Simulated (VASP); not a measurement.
A VASP calculation is set up with these files.

File KPOINTS:
```
Automatic mesh
0
Gamma
10 10 10
0 0 0
```

**POSCAR**
```
Ca
1
    0.0000000000     2.7900000000     2.7900000000
    2.7900000000     0.0000000000     2.7900000000
    2.7900000000     2.7900000000     0.0000000000
Ca
1
Direct
  0.0000000000   0.0000000000   0.0000000000
```

**INCAR**
```
ALGO=Normal
EDIFF=1E-6
ENCUT=400
GGA=PS
ISIF=2
ISMEAR=1
LASPH=.True.
LCHARG=.False.
LREAL=.False.
LWAVE=.False.
NELM=100
PREC=Accurate
SIGMA=0.1
SYSTEM=Ca
```

POTCAR, in this order: Ca_sv (PBE.64 set). Program: vasp_std.

Task: Write an equivalent input for Ansatz.

Result: One equivalent input (not run):
Ansatz 0.2 input:
```yaml
crystal:
  lattice:
    - [0.0000000, 2.7900000, 2.7900000]
    - [2.7900000, 0.0000000, 2.7900000]
    - [2.7900000, 2.7900000, 0.0000000]
  atoms:
    - { symbol: Ca, position: [0.0000000, 0.0000000, 0.0000000] }
kpoints:
  mp_grid: { grid: [10, 10, 10] }
hamiltonian:
  xc: pbesol
  pseudopotentials: { kind: paw }
scf:
  occupations: { method: methfessel_paxton, width: 0.1 }
  max_iter: 100
output: { forces: true, stress: true, eigenvalues: true }
```
What does not carry over: each code has its own PAW files, so the cut-off isn't converted (ENCUT is set for VASP's; basis.ecutwfc is left out, and Ansatz then takes the one that its files recommend); Ansatz stops its SCF on the density residual and VASP on the energy change (EDIFF).

The compound is Ca in the fcc structure. The cell was not relaxed at this level. The run is one of a series of settings (GGA = PS against the base run), some of them coarse on purpose.
